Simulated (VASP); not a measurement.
# C (Diamond): exact exchange and RPA correlation, part 3 of 6

How do semilocal functionals compare with the RPA for C (Diamond), and at what cost? The scan starts from a database cell scaled to its smallest volume. The start is a cell from a database of measured crystal structures.

VASP 6.6.1, plane waves and PAW; the level of theory is named at each step.

So far. Step 7 (Orbitals for comparison: HSE06, volume ratio 0.92): The run ends at a pressure of 24.39 GPa. Step 8 (Comparison: HSE06, volume ratio 0.92): Its energy is -10.5299 eV an atom, on a zero of its own.

## 9. Orbitals, volume ratio 0.96

This step: LDA; plane waves and PAW (C_GW) (VASP 6.6.1).

The same chain follows at a volume ratio of 0.96.

The input, INCAR:

```
SYSTEM = C
PREC = Accurate
ENCUT = 460
EDIFF = 1E-08
NELM = 100
ISMEAR = 0
SIGMA = 0.05
LREAL = .FALSE.
ALGO = Normal
GGA = CA
NBANDS = 10
LORBIT = 11
LWAVE = .TRUE.
LCHARG = .FALSE.
KPAR = 4
```

The input, POSCAR:

```
C
1.0
    0.0000000000      1.7592674508      1.7592674508
    1.7592674508      0.0000000000      1.7592674508
    1.7592674508      1.7592674508      0.0000000000
C
2
Direct
    0.7500000000      0.7500000000      0.7500000000
    0.5000000000      0.5000000000      0.5000000000
```

The input, KPOINTS:

```
Automatic mesh
0
Gamma
8 8 8
0 0 0
```

The projector-augmented-wave data sets are C_GW (LDA family, release 64).

On the command line:

```console
$ mpirun -np 4 vasp_std
```

Log:

```text
[... set-up lines as in an earlier step ...]
 entering main loop
       N       E                     dE             d eps       ncg     rms          rms(c)
DAV:   1     0.136179E+02    0.13618E+02   -0.50458E+03   596   0.741E+02
DAV:   2    -0.205006E+02   -0.34119E+02   -0.32576E+02   802   0.208E+02
DAV:   3    -0.211672E+02   -0.66660E+00   -0.66483E+00   718   0.221E+01
DAV:   4    -0.211691E+02   -0.18241E-02   -0.18240E-02   674   0.130E+00
[...]
DAV:   9    -0.202529E+02   -0.56881E-05   -0.23362E-05   670   0.484E-02    0.140E-02
DAV:  10    -0.202529E+02   -0.15435E-05   -0.11644E-06   676   0.109E-02    0.158E-03
DAV:  11    -0.202529E+02   -0.81021E-08   -0.12600E-08   762   0.157E-03
   1 F= -.20252882E+02 E0= -.20252882E+02  d E =-.174263E-19
 writing wavefunctions
```

Wall time 1.8 s (4 MPI ranks of AMD EPYC 7R43, shared host); peak memory 0.3 GiB; 4.4 s of CPU time.

From OUTCAR (step 9):

```text
  Total        0.1487648      0.1487648      0.1487648     -0.0000000      0.0000000      0.0000000
  in kB       21.8869492     21.8869492     21.8869492     -0.0000000      0.0000000      0.0000000
  external PRESSURE =      21.8869492 kB  Pullay stress =       0.0000000 kB

 POSITION                                       TOTAL-FORCE (eV/Angst)
 -----------------------------------------------------------------------------------
      2.63890      2.63890      2.63890        -0.000000     -0.000000     -0.000000
      1.75927      1.75927      1.75927         0.000000      0.000000      0.000000
 -----------------------------------------------------------------------------------
    total drift:                                0.000000     -0.000000      0.000000

  FREE ENERGIE OF THE ION-ELECTRON SYSTEM (eV)
  ---------------------------------------------------
  free  energy   TOTEN  =       -20.2528816562 eV

  energy  without entropy=      -20.2528816562  energy(sigma->0) =      -20.25288166

[... 1 part as in an earlier step ...]

[... 2 further parts left out ...]
[key lines of the parts left out:]
E-fermi :  10.6700
```

The run ends at a pressure of 2.19 GPa.

## 10. Exact exchange, volume ratio 0.96

This step: Hartree-Fock energy on LDA orbitals; plane waves and PAW (C_GW) (VASP 6.6.1).

Exact exchange at this point.

The input, INCAR:

```
SYSTEM = C
PREC = Accurate
ENCUT = 460
ISMEAR = 0
SIGMA = 0.05
LREAL = .FALSE.
GGA = CA
NBANDS = 10
ALGO = Eigenval
NELM = 1
LHFCALC = .TRUE.
AEXX = 1
ALDAC = 0
AGGAC = 0
PRECFOCK = Normal
LWAVE = .FALSE.
LCHARG = .FALSE.
```

POSCAR is that of step 9.

KPOINTS is that of step 9.

The WAVECAR or CHGCAR of an earlier step is read.

On the command line:

```console
$ mpirun -np 4 vasp_std
```

Log:

```text
[banner, memory and clock lines left out]
running    4 mpi-ranks, on    1 nodes
[...]
LDA part: xc-table for (Slater(with rela. corr.)+CA(PZ))
 , standard interpolation
 [... a notice as in an earlier step ...]

 found WAVECAR, reading the header
  number of bands has changed, file:    10 present:    12
  trying to continue reading WAVECAR, but it might fail
 POSCAR, INCAR and KPOINTS ok, starting setup
[...]
reading WAVECAR
 random initialization beyond band           10
 the WAVECAR file was read successfully
 initial charge from wavefunction
 entering main loop
       N       E                     dE             d eps       ncg     rms          rms(c)
EIG:   1    -0.302201E+02   -0.30220E+02    0.00000E+00     0   0.000E+00
   1 F= -.30220088E+02 E0= -.30220088E+02  d E =-.549518E-18
```

The job ended after 30 s (4 MPI ranks; peak memory 0.26 GiB; 1.9 min of CPU time).

Parts of OUTCAR (step 10):

```text
 POSITION                                       TOTAL-FORCE (eV/Angst)
 -----------------------------------------------------------------------------------
      2.63890      2.63890      2.63890         0.000000      0.000000      0.000000
      1.75927      1.75927      1.75927        -0.000000     -0.000000     -0.000000
 -----------------------------------------------------------------------------------
    total drift:                               -0.000000     -0.000000      0.000000

  FREE ENERGIE OF THE ION-ELECTRON SYSTEM (eV)
  ---------------------------------------------------
  free  energy   TOTEN  =       -30.2200875890 eV

  energy  without entropy=      -30.2200875890  energy(sigma->0) =      -30.22008759

[... 2 parts as in an earlier step ...]

[... 1 further part left out ...]
[key lines of the parts left out:]
E-fermi :  10.6555
```

The Hartree-Fock energy on these orbitals is -15.1100 eV an atom.

## 11. Empty bands, volume ratio 0.96

This step: LDA; plane waves and PAW (C_GW) (VASP 6.6.1).

The empty bands are made again, for the run that follows.

The input, INCAR:

```
SYSTEM = C
PREC = Accurate
ENCUT = 460
ISMEAR = 0
SIGMA = 0.05
LREAL = .FALSE.
GGA = CA
NBANDS = 256
ALGO = Exact
NELM = 1
LWAVE = .TRUE.
LCHARG = .FALSE.
LOPTICS = .TRUE.
NEDOS = 1000
CSHIFT = 0.1
```

POSCAR is that of step 10.

KPOINTS is that of step 10.

On the command line:

```console
$ mpirun -np 4 vasp_std
```

Log:

```text
[... set-up lines as in an earlier step ...]
 entering main loop
       N       E                     dE             d eps       ncg     rms          rms(c)
DIA:   1    -0.202529E+02   -0.20253E+02    0.00000E+00     0   0.000E+00
   1 F= -.20252882E+02 E0= -.20252882E+02  d E =-.546986E-31
 writing wavefunctions
 optical routines
 imaginary and real dielectric function
 recalculating local potential from charge density
 direction            1
 direction            2
 direction            3
```

It took 3.2 s on 4 MPI ranks; peak memory 0.32 GiB.

OUTCAR, selected parts (step 11):

```text
  Total        0.1487930      0.1487930      0.1487930      0.0000000      0.0000000     -0.0000000
  in kB       21.8910917     21.8910917     21.8910917      0.0000000      0.0000000     -0.0000000
  external PRESSURE =      21.8910917 kB  Pullay stress =       0.0000000 kB

 POSITION                                       TOTAL-FORCE (eV/Angst)
 -----------------------------------------------------------------------------------
      2.63890      2.63890      2.63890         0.000000      0.000000      0.000000
      1.75927      1.75927      1.75927        -0.000000     -0.000000     -0.000000
 -----------------------------------------------------------------------------------
    total drift:                                0.000000     -0.000000      0.000000

  FREE ENERGIE OF THE ION-ELECTRON SYSTEM (eV)
  ---------------------------------------------------
  free  energy   TOTEN  =       -20.2528816670 eV

  energy  without entropy=      -20.2528816670  energy(sigma->0) =      -20.25288167

[... 2 parts as in an earlier step ...]

[... 1 further part left out ...]
[key lines of the parts left out:]
E-fermi :  10.7645
```

## 12. RPA correlation, volume ratio 0.96

This step: RPA correlation on LDA orbitals; plane waves and PAW (C_GW) (VASP 6.6.1).

RPA correlation at this point.

The input, INCAR:

```
SYSTEM = C
PREC = Accurate
ENCUT = 460
ISMEAR = 0
SIGMA = 0.05
LREAL = .FALSE.
GGA = CA
NBANDS = 256
ALGO = ACFDT
ENCUTGW = 200
NOMEGA = 12
PRECFOCK = Fast
LWAVE = .FALSE.
LCHARG = .FALSE.
```

POSCAR is that of step 11.

KPOINTS is that of step 11.

On the command line:

```console
$ mpirun -np 4 vasp_std
```

Log:

```text
[banner, memory and clock lines left out]
running    4 mpi-ranks, on    1 nodes
[...]
LDA part: xc-table for (Slater(with rela. corr.)+CA(PZ))
 , standard interpolation
 found WAVECAR, reading the header
 POSCAR, INCAR and KPOINTS ok, starting setup
[...]
reading WAVECAR
 the WAVECAR file was read successfully
 initial charge from wavefunction
 available memory per node:    181.15 GB, setting MAXMEM to    185496

 The Fermi energy was updated, please check that it is located mid-gap
 values below the HOMO (VB) or above the LUMO (CB) will cause erroneous energies
 E-fermi :  12.4676

 the WAVEDER file was read successfully
 set NWRITE>2 for more details about minimax calculation
 number of imaginary grid points requested:      12
 number of distinct grids requested:  1
 quadrature errors minimized for energies in [ 0.420E+01, 0.461E+03 ]
 bosonic grid (T=0, re) determined with error: 0.2739E-08
 bosonic grid (re): 0.2739E-08
       0.9050       2.9010       5.5065       9.3116      15.2366
[...]
NQ=  23    0.5000    0.2500    0.1250,
|.........|.........|.........|.........
 performed     142439000 updates of chi_q(r,r)
 total number of BLAS operations       5446.80 Gflops
NQ=  24   -0.3750    0.2500    0.1250,
|.........|.........|.........|.........
 performed     148632000 updates of chi_q(r,r)
 total number of BLAS operations       5689.57 Gflops
NQ=  25    0.5000    0.3750    0.1250,
|.........|.........|.........|.........
 performed     154825000 updates of chi_q(r,r)
 total number of BLAS operations       5918.67 Gflops
NQ=  26   -0.3750    0.3750    0.1250,
|.........|.........|.........|.........
 performed     161018000 updates of chi_q(r,r)
 total number of BLAS operations       6168.43 Gflops
NQ=  27   -0.2500    0.3750    0.1250,
|.........|.........|.........|.........
 performed     167211000 updates of chi_q(r,r)
 total number of BLAS operations       6404.31 Gflops
NQ=  28   -0.3750    0.5000    0.1250,
|.........|.........|.........|.........
 performed     173404000 updates of chi_q(r,r)
 total number of BLAS operations       6647.09 Gflops
NQ=  29   -0.2500    0.5000    0.2500,
|.........|.........|.........|.........
 performed     179597000 updates of chi_q(r,r)
 total number of BLAS operations       6876.18 Gflops
 entering main loop
```

The job ended after 3.2 min (4 MPI ranks; peak memory 1 GiB; 13 min of CPU time).

From OUTCAR (step 12):

```text
      cutoff energy     smooth cutoff   RPA   correlation   Hartree contr. to MP2
---------------------------------------------------------------------------------
            200.000           160.000      -12.7730104907      -19.8269352940
            190.476           152.381      -12.6797847619      -19.7220095688
            181.406           145.125      -12.5799551403      -19.6092886946
            172.768           138.214      -12.4741853763      -19.4895227850
            164.541           131.632      -12.3611619188      -19.3611955596
            156.705           125.364      -12.2416631756      -19.2247015763
            149.243           119.394      -12.1145807149      -19.0779255074
            142.136           113.709      -11.9796536165      -18.9193577829
  linear regression

[... 3 parts as in an earlier step ...]

[... 1 further part left out ...]
[key lines of the parts left out:]
E-fermi :  12.4676
```

The correlation energy is -6.9773 eV an atom, -20 meV against the point before. With exact exchange the total is -22.0873 eV an atom.

## 13. Comparison: r2SCAN, volume ratio 0.96

This step: r2SCAN; plane waves and PAW (C_GW) (VASP 6.6.1).

The comparison at this point.

The input, INCAR:

```
SYSTEM = C
PREC = Accurate
ENCUT = 460
EDIFF = 1E-06
NELM = 100
ISMEAR = 0
SIGMA = 0.05
LREAL = .FALSE.
ALGO = Normal
METAGGA = R2SCAN
LASPH = .TRUE.
NBANDS = 10
LWAVE = .FALSE.
LCHARG = .FALSE.
KPAR = 4
```

POSCAR is that of step 12.

KPOINTS is that of step 12.

On the command line:

```console
$ mpirun -np 4 vasp_std
```

Log:

```text
[banner, memory and clock lines left out]
running    4 mpi-ranks, on    1 nodes
[...]
[... a notice as in an earlier step ...]

 LDA part: xc-table for (None), standard interpolation
 POSCAR, INCAR and KPOINTS ok, starting setup
[...]
entering main loop
       N       E                     dE             d eps       ncg     rms          rms(c)
DAV:   1    -0.581699E+01   -0.58170E+01   -0.51931E+03   596   0.763E+02
DAV:   2    -0.403144E+02   -0.34497E+02   -0.32948E+02   810   0.213E+02
DAV:   3    -0.409804E+02   -0.66601E+00   -0.66435E+00   728   0.225E+01
DAV:   4    -0.409824E+02   -0.19338E-02   -0.19337E-02   676   0.135E+00
[...]
DAV:   9    -0.376113E+02   -0.73218E-04   -0.66932E-05   664   0.117E-01    0.123E-02
DAV:  10    -0.376113E+02   -0.46731E-05   -0.22210E-06   784   0.183E-02    0.283E-03
DAV:  11    -0.376113E+02   -0.91052E-07   -0.42795E-07   362   0.723E-03
   1 F= -.37611321E+02 E0= -.37611321E+02  d E =-.153564E-14
```

It took 5.8 s on 4 MPI ranks; peak memory 0.32 GiB; 20 s of CPU time.

From OUTCAR (step 13):

```text
  Total        0.8800559      0.8800559      0.8800559      0.0000000      0.0000000     -0.0000000
  in kB      129.4777804    129.4777804    129.4777804      0.0000000      0.0000000     -0.0000000
  external PRESSURE =     129.4777804 kB  Pullay stress =       0.0000000 kB

  FREE ENERGIE OF THE ION-ELECTRON SYSTEM (eV)
  ---------------------------------------------------
  free  energy   TOTEN  =       -37.6113209613 eV

  energy  without entropy=      -37.6113209613  energy(sigma->0) =      -37.61132096

[... 3 parts as in an earlier step ...]

[... 1 further part left out ...]
[key lines of the parts left out:]
E-fermi :  10.8401
```

Its energy is -18.8057 eV an atom, on a zero of its own.

## 14. Orbitals for comparison: HSE06, volume ratio 0.96

This step: LDA; plane waves and PAW (C_GW) (VASP 6.6.1).

Starting orbitals, as before.

The input, INCAR:

```
SYSTEM = C
PREC = Accurate
ENCUT = 460
EDIFF = 1E-05
NELM = 100
ISMEAR = 0
SIGMA = 0.05
LREAL = .FALSE.
ALGO = Normal
GGA = CA
NBANDS = 10
LORBIT = 11
LWAVE = .TRUE.
LCHARG = .FALSE.
KPAR = 4
```

POSCAR is that of step 13.

KPOINTS is that of step 13.

On the command line:

```console
$ mpirun -np 4 vasp_std
```

Log:

```text
[... set-up lines as in an earlier step ...]
 entering main loop
       N       E                     dE             d eps       ncg     rms          rms(c)
[... 8 cycles as in an earlier step ...]
DAV:   9    -0.202529E+02   -0.56880E-05   -0.23362E-05   662   0.484E-02
   1 F= -.20252880E+02 E0= -.20252880E+02  d E =-.158475E-19
 writing wavefunctions
```

Run time: 1.6 s. Hardware: 4 MPI ranks; peak memory 0.32 GiB; 3.9 s of CPU time.

OUTCAR, selected parts (step 14):

```text
  Total        0.1506112      0.1506112      0.1506112      0.0000000     -0.0000000     -0.0000000
  in kB       22.1585968     22.1585968     22.1585968      0.0000000     -0.0000000     -0.0000000
  external PRESSURE =      22.1585968 kB  Pullay stress =       0.0000000 kB

 POSITION                                       TOTAL-FORCE (eV/Angst)
 -----------------------------------------------------------------------------------
      2.63890      2.63890      2.63890        -0.000000     -0.000000     -0.000000
      1.75927      1.75927      1.75927         0.000000      0.000000      0.000000
 -----------------------------------------------------------------------------------
    total drift:                                0.000000      0.000000      0.000000

  FREE ENERGIE OF THE ION-ELECTRON SYSTEM (eV)
  ---------------------------------------------------
  free  energy   TOTEN  =       -20.2528801045 eV

  energy  without entropy=      -20.2528801045  energy(sigma->0) =      -20.25288010

[... 2 parts as in an earlier step ...]

[... 1 further part left out ...]
[key lines of the parts left out:]
E-fermi :  10.6700
```

The run ends at a pressure of 2.22 GPa.

## 15. Comparison: HSE06, volume ratio 0.96

This step: HSE06; plane waves and PAW (C_GW) (VASP 6.6.1).

The comparison at this point.

The input, INCAR:

```
SYSTEM = C
PREC = Accurate
ENCUT = 460
EDIFF = 1E-06
NELM = 100
ISMEAR = 0
SIGMA = 0.05
LREAL = .FALSE.
ALGO = Normal
LHFCALC = .TRUE.
AEXX = 0.25
GGA = PE
HFSCREEN = 0.2
LASPH = .TRUE.
NBANDS = 10
PRECFOCK = Fast
LWAVE = .FALSE.
LCHARG = .FALSE.
KPAR = 4
```

POSCAR is that of step 14.

KPOINTS is that of step 14.

The WAVECAR or CHGCAR of an earlier step is read.

On the command line:

```console
$ mpirun -np 4 vasp_std
```

Log:

```text
[... set-up lines as in an earlier step ...]
 entering main loop
       N       E                     dE             d eps       ncg     rms          rms(c)
DAV:   1    -0.211198E+02   -0.21120E+02   -0.65134E-01   756   0.120E+01    0.494E-01
DAV:   2    -0.211224E+02   -0.26111E-02   -0.55442E-03   648   0.653E-01    0.320E-01
DAV:   3    -0.211216E+02    0.73163E-03   -0.30948E-04   702   0.216E-01    0.188E-01
DAV:   4    -0.211214E+02    0.24218E-03   -0.83277E-05   770   0.130E-01    0.109E-01
DAV:   5    -0.211213E+02    0.74396E-04   -0.23318E-05   816   0.695E-02    0.640E-02
DAV:   6    -0.211213E+02    0.23267E-04   -0.71851E-06   802   0.386E-02    0.375E-02
DAV:   7    -0.211213E+02    0.69057E-05   -0.22729E-06   646   0.214E-02    0.220E-02
DAV:   8    -0.211213E+02    0.19114E-05   -0.72615E-07   308   0.126E-02    0.130E-02
DAV:   9    -0.211213E+02    0.37909E-06   -0.38328E-07   318   0.674E-03
   1 F= -.21121284E+02 E0= -.21121284E+02  d E =-.446475E-12
```

It took 1.7 min on 4 MPI ranks; peak memory 0.68 GiB; 6.7 min of CPU time.

Parts of OUTCAR (step 15):

```text
 POSITION                                       TOTAL-FORCE (eV/Angst)
 -----------------------------------------------------------------------------------
      2.63890      2.63890      2.63890        -0.000000     -0.000000     -0.000000
      1.75927      1.75927      1.75927         0.000000      0.000000      0.000000
 -----------------------------------------------------------------------------------
    total drift:                               -0.000000     -0.000000     -0.000000

  FREE ENERGIE OF THE ION-ELECTRON SYSTEM (eV)
  ---------------------------------------------------
  free  energy   TOTEN  =       -21.1212838877 eV

  energy  without entropy=      -21.1212838877  energy(sigma->0) =      -21.12128389

[... 2 parts as in an earlier step ...]

[... 1 further part left out ...]
[key lines of the parts left out:]
E-fermi :  10.1845
```

Its energy is -10.5606 eV an atom, on a zero of its own.

## 16. Orbitals, volume ratio 0.99

This step: LDA; plane waves and PAW (C_GW) (VASP 6.6.1).

The same chain follows at a volume ratio of 0.99.

The input, INCAR:

```
SYSTEM = C
PREC = Accurate
ENCUT = 460
EDIFF = 1E-08
NELM = 100
ISMEAR = 0
SIGMA = 0.05
LREAL = .FALSE.
ALGO = Normal
GGA = CA
NBANDS = 10
LORBIT = 11
LWAVE = .TRUE.
LCHARG = .FALSE.
KPAR = 4
```

The input, POSCAR:

```
C
1.0
    0.0000000000      1.7774055073      1.7774055073
    1.7774055073      0.0000000000      1.7774055073
    1.7774055073      1.7774055073      0.0000000000
C
2
Direct
    0.7500000000      0.7500000000      0.7500000000
    0.5000000000      0.5000000000      0.5000000000
```

KPOINTS is that of step 15.

On the command line:

```console
$ mpirun -np 4 vasp_std
```

Log:

```text
[... set-up lines as in an earlier step ...]
 entering main loop
       N       E                     dE             d eps       ncg     rms          rms(c)
DAV:   1     0.134641E+02    0.13464E+02   -0.43988E+03   588   0.709E+02
DAV:   2    -0.205114E+02   -0.33976E+02   -0.31628E+02   758   0.209E+02
DAV:   3    -0.210930E+02   -0.58161E+00   -0.57992E+00   742   0.215E+01
DAV:   4    -0.210947E+02   -0.17095E-02   -0.17091E-02   694   0.120E+00
[...]
DAV:   9    -0.202509E+02   -0.59500E-05   -0.24498E-05   670   0.493E-02    0.141E-02
DAV:  10    -0.202509E+02   -0.17021E-05   -0.12184E-06   668   0.110E-02    0.164E-03
DAV:  11    -0.202509E+02   -0.66999E-08   -0.14476E-08   758   0.173E-03
   1 F= -.20250883E+02 E0= -.20250883E+02  d E =-.256282E-26
 writing wavefunctions
```

It took 1.4 s on 4 MPI ranks; peak memory 0.31 GiB; 3.5 s of CPU time.

Parts of OUTCAR (step 16):

```text
  Total       -0.8319087     -0.8319087     -0.8319087     -0.0000000      0.0000000     -0.0000000
  in kB     -118.6852393   -118.6852393   -118.6852393     -0.0000000      0.0000000     -0.0000000
  external PRESSURE =    -118.6852393 kB  Pullay stress =       0.0000000 kB

 POSITION                                       TOTAL-FORCE (eV/Angst)
 -----------------------------------------------------------------------------------
      2.66611      2.66611      2.66611         0.000000      0.000000     -0.000000
      1.77741      1.77741      1.77741        -0.000000     -0.000000      0.000000
 -----------------------------------------------------------------------------------
    total drift:                                0.000000     -0.000000      0.000000

  FREE ENERGIE OF THE ION-ELECTRON SYSTEM (eV)
  ---------------------------------------------------
  free  energy   TOTEN  =       -20.2508825725 eV

  energy  without entropy=      -20.2508825725  energy(sigma->0) =      -20.25088257

[... 1 part as in an earlier step ...]

[... 2 further parts left out ...]
[key lines of the parts left out:]
E-fermi :  10.2693
```

The run ends at a pressure of -11.87 GPa.

(Continued in part 4 of 6.)

[Long decimals in the printed logs are rounded to 6 places.]

[Lines on the potential files, build, host, timing and source positions are cut from VASP's logs without a mark.]

[Logs are printed without paths, hosts, clocks, repeated set-up lines and the standing remarks that a program may print on its own settings, such as how far it seeks lower states.]

[Hosts, paths, dates, database ids (printed as entryN), source tags and the programs' standing remarks are cut or masked in the printed files.]

[Measured values are set beside computed ones only where the two were judged alike; some that the calculation misses by far are left out.]

[Pressures printed for these runs are not shown converged in the cutoff: they can be off by several GPa and have the wrong sign.]
